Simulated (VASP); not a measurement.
Zr3PdSe4:

```xyz
8
Lattice="7.1757 0.0810 0.0410 -3.5177 6.1528 0.0058 0.0209 0.0155 3.6738" Properties=species:S:1:pos:R:3 pbc="T T T"
Zr   -1.4874    3.1040    3.6496
Zr    0.0257    6.0614    3.6731
Zr    1.6910    3.2337    3.6243
Pd   -0.0122    0.1317    3.6700
Se   -1.7338    5.1591    1.8248
Se   -0.0110    1.9402    1.6308
Se    3.7676    2.0636    1.9592
Se    1.8281    5.1006    1.7754
```

The cell was built by a generator and needn't be a form met in nature.

```yaml
Program: VASP 6.6.1
Task: relaxation of cell and atoms
Functional: PBE
Potentials_or_basis: VASP PAW PBE potentials, release 64 (Zr_sv, Pd, Se)
Cutoff: 520 eV
k_mesh: 4 × 4 × 6
Occupations: gaussian, width 0.15 eV
Spin: no spin polarisation
```

At the start: pressure 2.2 GPa; volume 20.40 Å³/atom.

Problem. Where does the relaxation end?

Solution. Over 43 steps the energy falls by 80.2 meV/atom and the volume is 20.65 Å³/atom (+1.2 %); space group Amm2 (No. 38, to 0.05 Å).

Step by step:
```tsv
step	energy change (eV)	largest force (eV/Å)	pressure (GPa)	volume (Å³)
1	0.0000	2.1465	2.16	163.24
3	-0.2987	0.8025	-3.03	169.18
5	-0.4218	0.5432	0.58	162.80
7	-0.4890	0.3021	-0.03	162.91
9	-0.5136	0.2437	-0.14	162.74
11	-0.5227	0.2460	0.32	162.15
13	-0.5305	0.2510	0.95	161.37
15	-0.5442	0.3031	0.10	163.02
17	-0.5652	0.2514	-0.42	164.07
19	-0.5790	0.2623	-0.81	165.32
21	-0.5918	0.2630	0.08	164.33
23	-0.5937	0.2849	0.35	164.07
25	-0.6084	0.1768	-0.03	164.50
27	-0.6182	0.1859	-0.37	164.99
29	-0.6265	0.1508	0.30	164.11
31	-0.6331	0.1949	0.01	164.85
33	-0.6359	0.0935	-0.04	164.93
35	-0.6388	0.0867	0.09	164.93
37	-0.6406	0.0477	0.09	165.11
39	-0.6408	0.0432	-0.04	165.32
41	-0.6413	0.0314	-0.01	165.26
43	-0.6415	0.0210	0.03	165.20
```

Final structure:
```cif
data_structure
_symmetry_space_group_name_H-M 'P 1'
_symmetry_Int_Tables_number 1
_cell_length_a 7.2552
_cell_length_b 7.2643
_cell_length_c 3.6344
_cell_angle_alpha 89.988
_cell_angle_beta 90.029
_cell_angle_gamma 120.405
_cell_volume 165.20
loop_
_atom_site_label
_atom_site_type_symbol
_atom_site_fract_x
_atom_site_fract_y
_atom_site_fract_z
_atom_site_occupancy
Zr1 Zr 0.02513 0.49757 0.98728 1
Zr2 Zr 0.49883 0.96908 0.98770 1
Zr3 Zr 0.49736 0.49581 0.98758 1
Pd1 Pd 0.95255 0.04690 0.98717 1
Se1 Se 0.16960 0.82686 0.48707 1
Se2 Se 0.17723 0.33106 0.48735 1
Se3 Se 0.67279 0.32062 0.48734 1
Se4 Se 0.66660 0.81697 0.48789 1
```
